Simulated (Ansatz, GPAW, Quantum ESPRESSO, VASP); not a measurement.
One structure in several programs: P (P1, 4 atoms in the cell)

Self-consistent single point.

```
P
1.0
    1.65500    -5.24000     0.00000
    1.65500     5.24000     0.00000
    0.00000     0.00000     4.38000
P
4
Cartesian
  1.65112   4.19036   4.02013
  1.65084   1.07509   1.80096
  1.62949  -1.07353   2.56282
  1.68855  -4.19192   0.37609
```

Shared settings, as Ansatz (a quantum-chemistry and plane-wave program) writes them: kpoints.mp_grid.grid = 5 5 4; scf.occupations.method = fermi_dirac; scf.occupations.width = 0.0015 Ry. Potentials and cutoffs stand in the table.

| code | model | pressure (GPa) | largest force (eV/Å) | gap on the mesh (eV) | cutoff |
|---|---|---|---|---|---|
| GPAW | LDA (Perdew-Wang 92), GPAW PAW datasets LDA (gpaw-data 1.0.1) | -0.52 | 0.868 | 0.108 | 600 eV |
| Ansatz | LDA (PW92), default PAW files made with PBE | -0.90 | 0.829 | 0.107 | default |
| Quantum ESPRESSO | LDA (PZ), GBRV 1.5 ultrasoft (LDA) pseudopotentials | -0.82 | 0.840 | 0.109 | 40 Ry |
| VASP | LDA (PZ), VASP's LDA PAW potentials (set 64) | -1.32 | 0.807 | 0.109 | 300 eV |

Size of the force on each atom (eV/Å): Sizes of forces hide their directions.

```json
[
 {"code": "GPAW", "P1": "0.386", "P2": "0.846", "P3": "0.479", "P4": "0.868"},
 {"code": "Ansatz", "P1": "0.346", "P2": "0.818", "P3": "0.470", "P4": "0.829"},
 {"code": "Quantum ESPRESSO", "P1": "0.356", "P2": "0.827", "P3": "0.474", "P4": "0.840"},
 {"code": "VASP", "P1": "0.322", "P2": "0.805", "P3": "0.469", "P4": "0.807"}
]
```

Gaps are read on the mesh.

The spread over the programs that give each value: pressure within 0.80 GPa; largest force within 0.061 eV/Å; gap on the mesh within 0.002 eV.

Ansatz's pressure is given at a fixed set of plane waves, as the other plane-wave codes print theirs; with its correction for the finite basis it is -0.85 GPa. The same LDA comes in different parametrisations, which differ slightly.

VASP's run is marked for a possible Pulay error in its stress at this cutoff; no cutoff test was made.

The starting cell has typed, rounded lattice constants, without a prior relaxation at this level. Its atoms were displaced at random from the sites of space group no. 64.

Left out of this page: ABINIT, CP2K, Elk and SIESTA (not drawn, or without a comparable value).

Keys are those of Ansatz 0.2.
